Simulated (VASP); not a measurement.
## TiGe2 (space group Fddd): computed properties

Calculation: PBEsol GGA, VASP's PBE PAW potentials (set 64) (plane waves; VASP 6.6.1).

```
Quantity                                                                                Value
----------------------------------  ---------------------------------------------------------
space group                                                                         Fddd (70)
cell                                a = 4.995 Å, b = 8.494 Å, c = 8.725 Å, α = β = γ = 90.00°
volume per atom                                                                 15.42 Å³/atom
band gap (over mesh and band path)                   none (metal, semimetal or under 0.01 eV)
band gap with spin-orbit coupling                                             none (metallic)
density                                                                            6.93 g/cm³
```

```
CELL_PARAMETERS angstrom
      0.00000     4.36229     4.24719
      2.49737     0.00000     4.24719
      2.49737     4.36229     0.00000
ATOMIC_POSITIONS crystal
  Ti 0.00000 0.00000 0.00000
  Ti 0.25000 0.25000 0.25000
  Ge 0.66866 0.66866 0.33134
  Ge 0.33134 0.33134 0.66866
  Ge 0.58134 0.58134 0.91866
  Ge 0.91866 0.91866 0.58134
```

The structure comes from a measured TiGe2 entry (Fddd) of the Crystallography Open Database, whose conditions weren't checked. It was relaxed first. Symmetry was kept, so distortions that lower it aren't found.
